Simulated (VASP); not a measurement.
CsPbCl3 (cubic perovskite):

```
CELL_PARAMETERS angstrom
      5.61000     0.00000     0.00000
      0.00000     5.61000     0.00000
      0.00000     0.00000     5.61000
ATOMIC_POSITIONS crystal
  Cs 0.00000 0.00000 0.00000
  Pb 0.50000 0.50000 0.50000
  Cl 0.50000 0.00000 0.50000
  Cl 0.00000 0.50000 0.50000
  Cl 0.50000 0.50000 0.00000
```

The lowest empty band near R, direction [100], from PBE with spin-orbit coupling in VASP (PAW); its two spin partners are averaged. The gap over the points computed is 0.88 eV, and the next band on that side lies 1.49 eV away at the edge.

Settings: 400 eV cut-off, 5×5×5 Γ-centred mesh, Gaussian smearing of 0.050 eV, potentials Cs_sv Pb_d Cl.

| distance from the edge in k (1/Å) | distance in energy (meV) |
|---|---|
| 0.012 | 3.3 |
| 0.018 | 7.4 |
| 0.025 | 14.0 |
| 0.035 | 26.8 |
| 0.050 | 52.1 |
| 0.070 | 94.5 |

### Question
Fit E(1 + αE) = ħ²k²/2m* (ħ²/2m0 = 3.810 eV Å²) and predict the row at 0.095 1/Å.

### Answer
Least squares on the energies gives the electron mass m* = 0.165 m0 and α = 2.10 per eV, and so 156.9 meV. The run gave 155.5 meV, -1.4 meV from the fit.

Left out are points under 3 meV from the edge, since the levels carry 0.1 meV, and points farther than half the way to the next band.

The compound is CsPbCl3 in the cubic perovskite structure, the ideal cubic form; the compound distorts at low or room temperature. The cell was not relaxed at this level.
